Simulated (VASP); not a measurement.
Crystal: Si.

```xyz
2
Lattice="0.0000 2.7155 2.7155 2.7155 0.0000 2.7155 2.7155 2.7155 0.0000" Properties=species:S:1:pos:R:3 pbc="T T T"
Si    2.7155    2.7155    2.7155
Si    4.0732    4.0732    4.0732
```

| Quantity | Value |
| --- | --- |
| Program | VASP 6.6.1 |
| Task | relaxation of cell and atoms |
| Functional | PBE |
| Potentials or basis | VASP PAW PBE potentials, release 64 (Si) |
| Cutoff | 600 eV |
| k mesh | 10 × 10 × 10 |
| Occupations | gaussian, width 0.02 eV |
| Spin | no spin polarisation |

At the start: pressure 1.9 GPa; volume 20.02 Å³/atom.

**Question.** How do energy, volume and symmetry change on relaxing?

**Answer.** Over 3 steps the energy falls by 2.5 meV/atom and the volume is 20.44 Å³/atom (+2.1 %); space group Fd-3m (No. 227, to 0.05 Å).

The path:
| step | energy change (eV) | largest force (eV/Å) | pressure (GPa) | volume (Å³) |
| --- | --- | --- | --- | --- |
| 1 | 0.0000 | 0.0000 | 1.94 | 40.05 |
| 2 | -0.0027 | 0.0000 | -1.21 | 41.47 |
| 3 | -0.0050 | 0.0000 | 0.01 | 40.89 |

Final structure:
```
CELL_PARAMETERS angstrom
0.00000 2.73429 2.73429
2.73429 0.00000 2.73429
2.73429 2.73429 0.00000
ATOMIC_POSITIONS crystal
Si 0.50000 0.50000 0.50000
Si 0.75000 0.75000 0.75000
```
